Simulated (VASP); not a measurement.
Input:

```xyz
1
Lattice="0.0000 1.9584 1.9584 1.9584 0.0000 1.9584 1.9584 1.9584 0.0000" Properties=species:S:1:pos:R:3 pbc="T T T"
Ir     0.0000     0.0000     0.0000
```

These are PBE GGA, VASP's PBE PAW potentials (set 64) (plane waves; VASP) values and carry that method's errors. Run with 400 eV cut-off, 14×14×14 Γ-centred mesh, first-order Methfessel-Paxton smearing of 0.10 eV, potentials Ir.

Unless said otherwise, spin-orbit coupling is left out, though it shifts the bands of the heavy elements here.

Predict the energy per atom (σ→0), pressure, band gap (on the k-mesh) with the smallest direct gap where there is one.

* **band gap (on the k-mesh)**: none (metal, semimetal or under 0.01 eV)
* **energy per atom (σ→0)**: -8.821 eV/atom
* **pressure**: -10.71 GPa

The compound is Ir in the fcc structure. The cell was not relaxed at this level.
